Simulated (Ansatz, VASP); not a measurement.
# Cross-check of SnO2 (Cassiterite) between VASP and Ansatz, part 3 of 3

Wanted: the spread between two codes on one cell, functional and k mesh. The cell is taken from a series of VASP runs on this material, whose earlier steps may have relaxed, scaled or displaced it; both programs get it as it stands.

VASP 6.6.1 and Ansatz 0.2.0.

So far. Step 6 (VASP: band structure, r2SCAN): The run ends at a pressure of 3.49 GPa, with forces up to 0.082 eV/Å. Step 10 (VASP: band structure, r2SCAN, spin-orbit coupling): The run ends at a pressure of 3.42 GPa, with forces up to 0.081 eV/Å.

## 11. Ansatz: band structure, r2SCAN, spin-orbit coupling

Level of this step: Ansatz beside VASP: Kohn-Sham DFT, plane waves, r2SCAN, spin-orbit coupling (Ansatz).

The same cell, functional, mesh and smearing now go to Ansatz, which takes its cutoff from its data sets.

The cell is taken from a series of VASP runs on this material, whose earlier steps may have relaxed, scaled or displaced it; both programs get it as it stands.

The input, input.yaml:

```yaml
crystal:
  lattice:
    - [4.738, 0.0, 0.0]
    - [0.0, 4.738, 0.0]
    - [0.0, 0.0, 3.1865]
  atoms:
    - { symbol: Sn, position: [0.5, 0.5, 0.5] }
    - { symbol: Sn, position: [0.0, 0.0, 0.0] }
    - { symbol: O, position: [0.8059385347, 0.1940614653, 0.5] }
    - { symbol: O, position: [0.6940614653, 0.6940614653, 0.0] }
    - { symbol: O, position: [0.1940614653, 0.8059385347, 0.5] }
    - { symbol: O, position: [0.3059385347, 0.3059385347, 0.0] }
hamiltonian:
  xc: r2scan
  pseudopotentials: { kind: paw_fr }
magnetization:
  noncollinear: true
  spin_orbit: true
kpoints:
  mp_grid: { grid: [6, 6, 6] }
  band_path:
    path:
      - [0.0, 0.0, 0.0]
      - [0.0, 0.14286, 0.0]
      - [0.0, 0.28571, 0.0]
      - [0.0, 0.5, 0.0]
      - [0.07143, 0.5, 0.0]
      - [0.28571, 0.5, 0.0]
      - [0.42857, 0.5, 0.0]
      - [0.42857, 0.42857, 0.0]
      - [0.28571, 0.28571, 0.0]
      - [0.07143, 0.07143, 0.0]
      - [0.0, 0.0, 0.0]
      - [0.0, 0.0, 0.14286]
      - [0.0, 0.0, 0.35714]
      - [0.0, 0.0, 0.5]
      - [0.0, 0.14286, 0.5]
      - [0.0, 0.28571, 0.5]
      - [0.0, 0.5, 0.5]
      - [0.07143, 0.5, 0.5]
      - [0.28571, 0.5, 0.5]
      - [0.42857, 0.5, 0.5]
      - [0.5, 0.5, 0.5]
      - [0.28571, 0.28571, 0.5]
      - [0.14286, 0.14286, 0.5]
      - [0.0, 0.5, 0.0]
      - [0.0, 0.5, 0.14286]
      - [0.0, 0.5, 0.35714]
      - [0.0, 0.5, 0.5]
      - [0.5, 0.5, 0.14286]
      - [0.5, 0.5, 0.28571]
      - [0.5, 0.5, 0.5]
    npoints: 1
scf:
  occupations: { method: gaussian, width: 0.03 }
  n_extra_bands: 18
output:
  forces: true
  stress: true
  eigenvalues: true
```

Command:

```
> ansatz run input.yaml --threads 4 --pin off --max-ram 9216MiB --backend cpu --events-out ev --progress --plain --runs-dir out
```

Numbers of over 12 decimals in the logs are rounded to 6 here.

The program printed:

```text
[...]
non-collinear run that drives no moment, with spin-orbit: no starting moment large enough to seed its density (crystal.atoms[].spin), no starting occupations that ask for one, no magnetisation constraint and no magnetic field, so the semilocal B_xc is pinned to zero
Crystal: 6 atoms, lattice volume = 71.533 Å³
[...]
k-point 1: bands = [... 48 lower, 8.3301, 8.3301, 8.8453, 8.8453, 12.4808, 12.4808, 16.5720, 16.5720, ... 14 higher]
  k-point 2: bands = [... 48 lower, 8.0788, 8.0788, 8.2114, 8.2114, 14.6175, 14.6175, 16.9018, 16.9018, ... 14 higher]
  k-point 39: bands = [... 48 lower, 8.2173, 8.2173, 8.2173, 8.2173, 14.7466, 14.7466, 14.7466, 14.7466, ... 14 higher]
[key lines of the parts left out:]
SCF converged after 8 iterations
Magnetization: |M| = 0.0000 μB,  M = (+0.0000, +0.0000, +0.0000) μB
Free energy (F): -14331.846928 eV
Fermi energy:    10.051730 eV
P = ⅓ Tr σ = 3.0162 GPa (30.162 kbar)
```

The job ended after 23 s (4 threads of Intel Xeon at 2.60GHz (Ice Lake), shared host; peak memory 1.1 GiB; 86 s of CPU time).

## 12. Side by side

What differs besides the data sets and the points named for the pairs above, as far as they apply: spin-orbit coupling enters by fully relativistic files in Ansatz and inside the spheres in VASP. Total energies have different zeros and are not compared.

Both answers:

| quantity | Ansatz | VASP | difference |
| --- | --- | --- | --- |
| pressure (GPa) | 3.02 | 3.42 | -0.41 |
| pressure without Ansatz's Pulay correction (GPa) | 2.93 | 3.42 | -0.49 |
| gap over the path points (eV) | 1.940 | 1.964 | -0.024 |

Forces (eV/Å; atoms numbered as in POSCAR):

| atom | Ansatz x, y, z | VASP x, y, z |
| --- | --- | --- |
| Sn1 | 0.000, 0.000, 0.000 | 0.000, 0.000, 0.000 |
| Sn2 | 0.000, 0.000, 0.000 | 0.000, 0.000, 0.000 |
| O3 | -0.037, 0.037, 0.000 | -0.057, 0.057, 0.000 |
| O4 | 0.037, 0.037, 0.000 | 0.057, 0.057, 0.000 |
| O5 | 0.037, -0.037, 0.000 | 0.057, -0.057, 0.000 |
| O6 | -0.037, -0.037, 0.000 | -0.057, -0.057, 0.000 |

Levels at points of the path, from each program's valence-band top (eV; 8 filled, then empty):

| k (reciprocal lattice) | Ansatz | VASP |
| --- | --- | --- |
| 0.000 0.000 0.000 | -1.19 -1.19 -0.79 -0.79 -0.77 -0.77 0.00 0.00 1.94 1.94 6.96 6.96 7.01 7.01 | -1.20 -1.20 -0.80 -0.80 -0.78 -0.78 0.00 0.00 1.96 1.96 6.95 6.95 7.03 7.03 |
| 0.000 0.143 0.000 | -1.17 -1.17 -1.16 -1.16 -0.76 -0.76 -0.10 -0.10 2.44 2.44 6.75 6.75 7.17 7.17 | -1.19 -1.19 -1.17 -1.17 -0.77 -0.77 -0.10 -0.10 2.46 2.46 6.75 6.75 7.17 7.17 |
| 0.000 0.286 0.000 | -1.17 -1.17 -1.15 -1.15 -0.72 -0.72 -0.35 -0.35 3.48 3.48 6.33 6.33 7.44 7.44 | -1.19 -1.19 -1.17 -1.17 -0.73 -0.73 -0.35 -0.35 3.50 3.50 6.34 6.34 7.45 7.45 |
| 0.000 0.500 0.000 | -1.15 -1.15 -1.15 -1.15 -0.62 -0.62 -0.62 -0.62 5.15 5.15 5.15 5.15 7.87 7.87 | -1.17 -1.17 -1.17 -1.17 -0.63 -0.63 -0.63 -0.63 5.16 5.16 5.16 5.16 7.88 7.88 |
| 0.071 0.500 0.000 | -1.15 -1.15 -1.15 -1.15 -0.64 -0.64 -0.64 -0.64 5.17 5.17 5.17 5.17 7.89 7.89 | -1.17 -1.17 -1.17 -1.17 -0.65 -0.65 -0.65 -0.65 5.18 5.18 5.18 5.18 7.90 7.90 |
| 0.286 0.500 0.000 | -1.22 -1.22 -1.22 -1.22 -0.82 -0.82 -0.82 -0.82 5.42 5.42 5.42 5.42 8.14 8.14 | -1.24 -1.24 -1.24 -1.24 -0.82 -0.82 -0.82 -0.82 5.43 5.43 5.43 5.43 8.15 8.15 |
| 0.429 0.500 0.000 | -1.27 -1.27 -1.27 -1.27 -0.92 -0.92 -0.92 -0.92 5.58 5.58 5.58 5.58 8.28 8.28 | -1.28 -1.28 -1.28 -1.28 -0.92 -0.92 -0.92 -0.92 5.59 5.59 5.59 5.59 8.29 8.29 |
| 0.429 0.429 0.000 | -1.27 -1.27 -1.25 -1.25 -0.92 -0.92 -0.89 -0.89 5.45 5.45 5.66 5.66 8.25 8.25 | -1.29 -1.29 -1.27 -1.27 -0.93 -0.93 -0.89 -0.89 5.46 5.46 5.67 5.67 8.26 8.26 |
| 0.286 0.286 0.000 | -1.24 -1.24 -1.16 -1.16 -0.86 -0.86 -0.58 -0.58 4.37 4.37 6.07 6.07 7.87 7.87 | -1.26 -1.26 -1.18 -1.18 -0.87 -0.87 -0.59 -0.59 4.39 4.39 6.08 6.08 7.87 7.87 |
| 0.071 0.071 0.000 | -1.17 -1.17 -0.98 -0.98 -0.78 -0.78 -0.05 -0.05 2.21 2.21 6.82 6.82 7.13 7.13 | -1.19 -1.19 -0.99 -0.99 -0.79 -0.79 -0.05 -0.05 2.23 2.23 6.82 6.82 7.14 7.14 |

The forces differ by 13 meV/Å r.m.s., which is 35.5 % of the r.m.s. force of 0.04 eV/Å (both taken over all components). Among the levels compared at these points, filled levels agree within 18 meV and empty ones within 26 meV. Ansatz's pressure holds a Pulay correction of 0.08 GPa; VASP's holds none.

## 13. What the set-up changes

Further runs change the set-up of one program: Ansatz's method, potentials or start, or VASP's data sets, cutoff or form of LDA. The table gives Ansatz less VASP for each quantity, since a change that brings one quantity closer may part another.

| run | r.m.s. force difference (meV/Å) | pressure (GPa) | gap over the path points (eV) | pressure without Ansatz's Pulay correction (GPa) |
| --- | --- | --- | --- | --- |
| as above | 13 | -0.41 | -0.024 | -0.49 |
| cores kept as stored | 13 | -0.36 | -0.025 | -0.45 |
| Ansatz's larger PAW set (cutoff 900 eV) | 14 | -0.34 | -0.025 | -0.40 |
| norm-conserving potentials (cutoff 1250 eV) | 21 | -0.95 | -0.069 | -1.0 |

## 14. Results

```
difference in gap over the path points (band structure, PBE)          : 0.0085 eV
r.m.s. force difference (band structure, PBE)                         : 7.7 meV/Å
r.m.s. force difference (band structure, r2SCAN)                      : 13 meV/Å
r.m.s. force difference (band structure, r2SCAN, spin-orbit coupling) : 13 meV/Å
```

In words: The r.m.s. force difference is 13 meV/Å (band structure, r2SCAN, spin-orbit coupling), beyond the 12 meV/Å picked in this series as the mark of a large difference. Band structure, PBE, Ansatz's all-electron LAPW method: the difference in pressure goes from 0.094 to 0.044 GPa; the difference in gap over the path points goes from 0.0085 to 0.012 eV. Band structure, r2SCAN, norm-conserving potentials (cutoff 1290 eV): r.m.s. force difference goes from 13 to 17 meV/Å; the difference in pressure goes from -0.43 to -0.60 GPa; the difference in gap over the path points goes from -0.029 to -0.056 eV. Band structure, r2SCAN, spin-orbit coupling, norm-conserving potentials (cutoff 1250 eV): r.m.s. force difference goes from 13 to 21 meV/Å; the difference in pressure goes from -0.41 to -0.95 GPa; the difference in gap over the path points goes from -0.024 to -0.069 eV; the difference in pressure without Ansatz's Pulay correction goes from -0.49 to -1.0 GPa. 1 further run of this series is not shown here. How closely two codes agree says nothing of how well the functional describes the real material.

[Lines on the potential files, build, host, timing and source positions are cut from VASP's logs without a mark.]

[Logs are printed without paths, hosts, clocks, repeated set-up lines and the standing remarks that a program may print on its own settings, such as how far it seeks lower states.]

[Hosts, paths, dates, database ids (printed as entryN), source tags and the programs' standing remarks are cut or masked in the printed files.]
